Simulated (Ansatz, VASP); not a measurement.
# Cross-check of SrCl2 between VASP and Ansatz, part 3 of 3

One calculation is typed for both programs; each brings its own data sets. How far apart do they land? The cell is taken from a series of runs on this material, whose earlier steps may have relaxed, scaled, displaced or heated it; both programs get it as it stands.

VASP 6.6.1 and Ansatz 0.2.0.

So far: Starting point; Ansatz: zone-centre phonons, PBE; VASP: zone-centre phonons, PBE.

## (3) VASP: zone-centre phonons, PBE (continued)

Level of this step: PBE; plane waves and PAW (Sr_sv, Cl) (VASP).

Numbers of over 12 decimals in the logs are rounded to 6 here.

From OUTCAR (step 3):

```text
ion  position               nearest neighbor table
   1  0.000  0.000  0.000-   2 3.05   2 3.05   2 3.05   2 3.05   3 3.05   3 3.05   3 3.05   3 3.05

  LATTYP: Found a face centered cubic cell.
 ALAT       =     7.0392456020

 Subroutine GETGRP returns: Found 48 space group operations
 (whereof 48 operations were pure point group operations)

The static configuration has the point symmetry O_h .

 Found     16 irreducible k-points:

   k-points           NKPTS =     16   k-points in BZ     NKDIM =     16   number of bands    NBANDS=     18

   dimension x,y,z NGX =    36 NGY =   36 NGZ =   36
   dimension x,y,z NGXF=    72 NGYF=   72 NGZF=   72

   ENCUT  =  500.0 eV  36.75 Ry    6.06 a.u.   9.08  9.08  9.08*2*pi/ulx,y,z

   NELECT =      24.0000    total number of electrons

 k-points in reciprocal lattice and weights: Automatic mesh
   0.00000000  0.00000000  0.00000000       0.005
   0.16666667  0.00000000  0.00000000       0.037
   0.33333333  0.00000000  0.00000000       0.037
   0.50000000  0.00000000  0.00000000       0.019
   0.16666667  0.16666667  0.00000000       0.028
   0.33333333  0.16666667  0.00000000       0.111
   0.50000000  0.16666667  0.00000000       0.111
  -0.33333333  0.16666667  0.00000000       0.111
  -0.16666667  0.16666667  0.00000000       0.056
[...]
-0.33333333  0.33333333  0.16666667       0.111
  -0.33333333  0.50000000  0.16666667       0.056

 average (electrostatic) potential at core
       1 -39.0244       2 -93.2613       3 -93.2613

  Total        0.0471689      0.0471689      0.0471689     -0.0000000     -0.0000000     -0.0000000
  in kB        0.8666591      0.8666591      0.8666591     -0.0000000     -0.0000000     -0.0000000
  external PRESSURE =       0.8666591 kB  Pullay stress =       0.0000000 kB

  energy-cutoff  :      500.00
  volume of cell :       87.20
      direct lattice vectors                 reciprocal lattice vectors
    -3.519622801  0.000000000  3.519622801    -0.142060678 -0.142060678  0.142060678
     0.000000000  3.519622801  3.519622801     0.142060678  0.142060678  0.142060678
    -3.519622801  3.519622801  0.000000000    -0.142060678  0.142060678 -0.142060678

 POSITION                                       TOTAL-FORCE (eV/Angst)
 -----------------------------------------------------------------------------------
      0.00000      0.00000      0.00000         0.000000      0.000000      0.000000
     -5.27943      5.27943      5.27943        -0.000000      0.000000      0.000000
     -1.75981      1.75981      1.75981         0.000000     -0.000000     -0.000000
 -----------------------------------------------------------------------------------
    total drift:                               -0.000000      0.000000      0.000000

 MACROSCOPIC STATIC DIELECTRIC TENSOR (including local field effects in DFT)
 ------------------------------------------------------
           2.885586    -0.000000     0.000000
           0.000000     2.885586     0.000000
          -0.000000     0.000000     2.885586
 ------------------------------------------------------

 PIEZOELECTRIC TENSOR (including local field effects)  for field in x, y, z        (C/m^2)
          XX          YY          ZZ          XY          YZ          ZX
  --------------------------------------------------------------------------------
  x     0.00000     0.00000     0.00000     0.00000     0.00000     0.00000
  y     0.00000     0.00000     0.00000     0.00000     0.00000     0.00000
  z     0.00000     0.00000     0.00000     0.00000     0.00000     0.00000

 BORN EFFECTIVE CHARGES (including local field effects) (in |e|, cummulative output)
 ---------------------------------------------------------------------------------
 ion    1
    1     2.49856     0.00000     0.00000
    2     0.00000     2.49856     0.00000
    3     0.00000     0.00000     2.49856
 ion    2
    1    -1.24928     0.00000     0.00000
    2     0.00000    -1.24928     0.00000
    3     0.00000     0.00000    -1.24928
 ion    3
    1    -1.24928     0.00000     0.00000
    2     0.00000    -1.24928     0.00000
    3     0.00000     0.00000    -1.24928

 Eigenvectors and eigenvalues of the dynamical matrix
 ----------------------------------------------------

   1 f  =    5.166086 THz    32.459475 2PiTHz  172.322076 cm-1    21.365205 meV
             X         Y         Z           dx          dy          dz
      0.000000  0.000000  0.000000    -0.000000   -0.000000   -0.000000
     -5.279434  5.279434  5.279434     0.707107    0.000371    0.000000
     -1.759811  1.759811  1.759811    -0.707107   -0.000371    0.000000

   2 f  =    5.166086 THz    32.459475 2PiTHz  172.322076 cm-1    21.365205 meV
             X         Y         Z           dx          dy          dz
      0.000000  0.000000  0.000000     0.000000   -0.000000    0.000000
     -5.279434  5.279434  5.279434     0.000371   -0.707107   -0.000000
     -1.759811  1.759811  1.759811    -0.000371    0.707107    0.000000

   3 f  =    5.166086 THz    32.459475 2PiTHz  172.322076 cm-1    21.365205 meV
             X         Y         Z           dx          dy          dz
      0.000000  0.000000  0.000000    -0.000000    0.000000    0.000000
     -5.279434  5.279434  5.279434    -0.000000    0.000000   -0.707107
     -1.759811  1.759811  1.759811     0.000000   -0.000000    0.707107

   4 f  =    3.833042 THz    24.083715 2PiTHz  127.856531 cm-1    15.852182 meV
             X         Y         Z           dx          dy          dz
      0.000000  0.000000  0.000000    -0.011428   -0.666094    0.055852
     -5.279434  5.279434  5.279434     0.008989    0.523950   -0.043934
     -1.759811  1.759811  1.759811     0.008989    0.523950   -0.043934

   5 f  =    3.833042 THz    24.083715 2PiTHz  127.856531 cm-1    15.852182 meV
             X         Y         Z           dx          dy          dz
      0.000000  0.000000  0.000000    -0.000047    0.055861    0.666191
     -5.279434  5.279434  5.279434     0.000037   -0.043941   -0.524026
     -1.759811  1.759811  1.759811     0.000037   -0.043941   -0.524026

   6 f  =    3.833042 THz    24.083715 2PiTHz  127.856531 cm-1    15.852182 meV
             X         Y         Z           dx          dy          dz
      0.000000  0.000000  0.000000    -0.668431    0.011384   -0.001002
     -5.279434  5.279434  5.279434     0.525789   -0.008954    0.000788
     -1.759811  1.759811  1.759811     0.525789   -0.008954    0.000788

   7 f/i=    0.001357 THz     0.008527 2PiTHz    0.045268 cm-1     0.005613 meV
             X         Y         Z           dx          dy          dz
      0.000000  0.000000  0.000000     0.003888    0.739517    0.078538
     -5.279434  5.279434  5.279434     0.002471    0.470071    0.049922
     -1.759811  1.759811  1.759811     0.002471    0.470071    0.049922

   8 f/i=    0.001357 THz     0.008527 2PiTHz    0.045268 cm-1     0.005613 meV
             X         Y         Z           dx          dy          dz
      0.000000  0.000000  0.000000     0.003640    0.078519   -0.739520
     -5.279434  5.279434  5.279434     0.002314    0.049910   -0.470074
     -1.759811  1.759811  1.759811     0.002314    0.049910   -0.470074

   9 f/i=    0.001357 THz     0.008527 2PiTHz    0.045268 cm-1     0.005613 meV
             X         Y         Z           dx          dy          dz
      0.000000  0.000000  0.000000     0.743667   -0.004250    0.003209
     -5.279434  5.279434  5.279434     0.472709   -0.002702    0.002040
     -1.759811  1.759811  1.759811     0.472709   -0.002702    0.002040

 MACROSCOPIC STATIC DIELECTRIC TENSOR IONIC CONTRIBUTION
 ------------------------------------------------------
           5.500369    -0.000000     0.000000
          -0.000000     5.500369     0.000000
           0.000000     0.000000     5.500369
 ------------------------------------------------------

 ELASTIC MODULI CONTR FROM IONIC RELAXATION (kBar)
 Direction    XX          YY          ZZ          XY          YZ          ZX
 --------------------------------------------------------------------------------
 XX          -0.0000     -0.0000      0.0000      0.0000      0.0000     -0.0000
 YY          -0.0000     -0.0000      0.0000      0.0000      0.0000     -0.0000
 ZZ          -0.0000      0.0000     -0.0000     -0.0000      0.0000      0.0000
 XY          -0.0000      0.0000     -0.0000    -40.2529      0.0000      0.0000
 YZ           0.0000      0.0000     -0.0000     -0.0000    -40.2529      0.0000
 ZX          -0.0000     -0.0000      0.0000      0.0000      0.0000    -40.2529
 --------------------------------------------------------------------------------

 PIEZOELECTRIC TENSOR IONIC CONTR  for field in x, y, z        (C/m^2)
          XX          YY          ZZ          XY          YZ          ZX
  --------------------------------------------------------------------------------
  x    -0.00000    -0.00000     0.00000     0.00000     0.00000    -0.00000
  y    -0.00000    -0.00000     0.00000     0.00000     0.00000    -0.00000
  z     0.00000    -0.00000    -0.00000    -0.00000    -0.00000    -0.00000
```

## (4) Differences

Known differences besides the potentials themselves: fixed occupations in Ansatz, narrow Gaussian smearing in VASP; VASP's run holds the zone centre alone; the cutoff is 925.187 eV in Ansatz and 500 eV in VASP. Total energies have different zeros and are not compared.

Both answers:

```tsv
quantity	Ansatz	VASP	difference
ε∞ xx	2.88	2.89	-0.23 %
ε∞ yy	2.88	2.89	-0.23 %
ε∞ zz	2.88	2.89	-0.23 %
Born charge of Sr1 (mean of the diagonal) (e)	2.50	2.50	0.00
Born charge of Cl2 (mean of the diagonal) (e)	-1.25	-1.25	0.00
optical mode 1 to 3 (cm⁻¹)	125.9	127.9	-1.51 %
optical mode 4 to 6 (cm⁻¹)	171.1	172.3	-0.73 %
```

Modes are paired by rising frequency, not by their patterns, so a pair may set unlike modes beside each other; they are those without the splitting of longitudinal modes.

## (5) What came out

```json
{
  "r.m.s. difference of the optical zone-centre modes, each program's sorted by frequency (zone-centre phonons, PBE)": "1.6 cm⁻¹",
  "difference in optical mode 1 to 3 (zone-centre phonons, PBE)": "-1.5 %"
}
```

In words: The r.m.s. difference of the optical zone-centre modes, each program's sorted by frequency is 1.6 cm⁻¹ (zone-centre phonons, PBE). Among the rows given in per cent, the largest difference of the zone-centre phonons, PBE pair is in optical mode 1 to 3, -1.5 %. Such differences can come from data sets, numerical settings and the points named under the comparisons, not from the functional's error against experiment.

[Lines on the potential files, build, host, timing and source positions are cut from VASP's logs without a mark.]

[Logs are printed without paths, hosts, clocks, repeated set-up lines and the standing remarks that a program may print on its own settings, such as how far it seeks lower states.]

[Hosts, paths, dates, database ids (printed as entryN), source tags and the programs' standing remarks are cut or masked in the printed files.]
